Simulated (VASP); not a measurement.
Crystal: SrTiO3.

```
Sr Ti O
1.0
     3.89467    0.00000    0.00000
     0.00000    3.89467    0.00000
     0.00000    0.00000    3.89467
Sr Ti O
1 1 3
Cartesian
  0.0000 0.0000 0.0000
  1.9473 1.9473 1.9473
  1.9473 0.0000 1.9473
  1.9473 1.9473 0.0000
  0.0000 1.9473 1.9473
```

The cell is a database's computed one.

Base run:

```yaml
Program: VASP 6.6.1
Functional: r2SCAN
Potentials_or_basis: VASP PAW PBE potentials, release 64 (Sr_sv, Ti_sv, O)
Cutoff: 520 eV
k_mesh: 8 × 8 × 8
Occupations: gaussian, width 0.02 eV
Spin: no spin polarisation
```

Its results: band gap on the k mesh 2.29 eV, indirect (least direct gap 2.67 eV).

The run is repeated on the same cell with these changes: functional from r2SCAN to TB-mBJ. What comes out?

Band gap on the k mesh 2.85 eV, indirect (least direct gap 3.26 eV).
